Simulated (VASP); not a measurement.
A convergence study with VASP on AuAl2 (fluorite): one setting is varied, all else stays as given below, so the limit is that of these other settings. Each run relaxes cell and ions from the cell shown.

```
CELL_PARAMETERS angstrom
      0.00000     3.00000     3.00000
      3.00000     0.00000     3.00000
      3.00000     3.00000     0.00000
ATOMIC_POSITIONS crystal
  Al 0.25000 0.25000 0.25000
  Al 0.75000 0.75000 0.75000
  Au 0.00000 0.00000 0.00000
```

Level of theory: PBE GGA, VASP's PBE PAW potentials (set 64) (plane waves; VASP). The tightest run used: 550 eV cut-off, 13×13×13 Γ-centred mesh, first-order Methfessel-Paxton smearing of 0.10 eV, potentials Al Au.

```json
[
 {"setting": "2×2×2 mesh", "relaxed volume (Å³/atom)": "17.688", "E (eV/atom)": "-3.5770", "irreducible k-points": "3"},
 {"setting": "3×3×3 mesh", "relaxed volume (Å³/atom)": "18.189", "E (eV/atom)": "-3.9157", "irreducible k-points": "4"},
 {"setting": "4×4×4 mesh", "relaxed volume (Å³/atom)": "18.370", "E (eV/atom)": "-4.0033", "irreducible k-points": "8"}
]
```

These are the cheaper rows. Estimate the results at 13×13×13 mesh, and how far the last row shown lies from them.

```json
[
 {"quantity": "relaxed volume (Å³/atom)", "tightest run": "18.505", "last row shown is off by": "-0.135"},
 {"quantity": "E (eV/atom)", "tightest run": "-4.0079", "last row shown is off by": "0.0046"}
]
```

Left out are rungs that failed or repeat a setting and relaxations that didn't move; long series are thinned to 24 rows.

The compound is AuAl2 in the fluorite structure. The electron count is odd and the run is not spin-polarised, which forces a metal.
